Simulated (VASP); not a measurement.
Given:

```yaml
crystal:
  lattice:
    - [5.58612, 0.00000, 0.00000]
    - [0.00000, 9.95468, 0.00000]
    - [0.00000, 0.00000, 3.20689]
  atoms:
    - { symbol: Cd, position: [0.06039, 0.32358, 0.50000] }
    - { symbol: Cd, position: [0.93961, 0.67642, 0.50000] }
    - { symbol: Cd, position: [0.56039, 0.17642, 0.50000] }
    - { symbol: Cd, position: [0.43961, 0.82358, 0.50000] }
    - { symbol: Sn, position: [0.00000, 0.00000, 0.00000] }
    - { symbol: Sn, position: [0.50000, 0.50000, 0.00000] }
    - { symbol: O, position: [0.13523, 0.80720, 0.00000] }
    - { symbol: O, position: [0.86477, 0.19280, 0.00000] }
    - { symbol: O, position: [0.63523, 0.69280, 0.00000] }
    - { symbol: O, position: [0.36477, 0.30720, 0.00000] }
    - { symbol: O, position: [0.26356, 0.53961, 0.50000] }
    - { symbol: O, position: [0.73644, 0.46039, 0.50000] }
    - { symbol: O, position: [0.76356, 0.96039, 0.50000] }
    - { symbol: O, position: [0.23644, 0.03961, 0.50000] }
```

Level of theory: PBEsol GGA, VASP's PBE PAW potentials (set 64) (plane waves; VASP). Numerical set-up: LREAL = Auto, 520 eV cut-off, 5×3×8 Γ-centred mesh, tetrahedra with Blöchl corrections, potentials Cd Sn_d O.

The cores are frozen, which limits the accuracy of field gradients.

Question: Give the principal components of the electric field gradient (V/Å²) and the asymmetry η at each nucleus.

Answer: 
| atom | Vxx | Vyy | Vzz | η |
|---|---|---|---|---|
| Cd1 | 36.6 | 13.6 | -50.2 | 0.46 |
| Cd2 | 36.6 | 13.6 | -50.2 | 0.46 |
| Cd3 | 36.6 | 13.6 | -50.2 | 0.46 |
| Cd4 | 36.6 | 13.6 | -50.2 | 0.46 |
| Sn5 | -77.0 | -11.1 | 88.1 | 0.75 |
| Sn6 | -77.0 | -11.1 | 88.1 | 0.75 |
| O7 | -16.3 | -11.2 | 27.5 | 0.19 |
| O8 | -16.3 | -11.2 | 27.5 | 0.19 |
| O9 | -16.3 | -11.2 | 27.5 | 0.19 |
| O10 | -16.3 | -11.2 | 27.5 | 0.19 |
| O11 | 33.1 | 18.0 | -51.1 | 0.29 |
| O12 | 33.1 | 18.0 | -51.1 | 0.29 |
| O13 | 33.1 | 18.0 | -51.1 | 0.29 |
| O14 | 33.1 | 18.0 | -51.1 | 0.29 |

The structure comes from a computed database's Cd2SnO4 entry (Pbam); how it stands against other phases isn't given here. It was relaxed first.
